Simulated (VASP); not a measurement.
Consider the following.

```
CELL_PARAMETERS angstrom
      0.00000     2.26342     2.26342
      2.26342     0.00000     2.26342
      2.26342     2.26342     0.00000
ATOMIC_POSITIONS crystal
  B  0.00000 0.00000 0.00000
  P  0.25000 0.25000 0.25000
```

Level of theory: r2SCAN+rVV10, VASP's PBE PAW potentials (set 64) (plane waves; VASP). Settings: 520 eV cut-off, 18×18×18 Γ-centred mesh, Gaussian smearing of 0.010 eV, potentials B P.

Task: What does the run give for the energy per atom (σ→0)?

Result: 
```json
{
 "energy per atom (σ→0)": "-8.613 eV/atom"
}
```

The absolute energy has meaning only against runs of the same code, potentials and settings.

The structure comes from a measured BP entry (F-43m) of the Crystallography Open Database, whose conditions weren't checked. It was relaxed first.
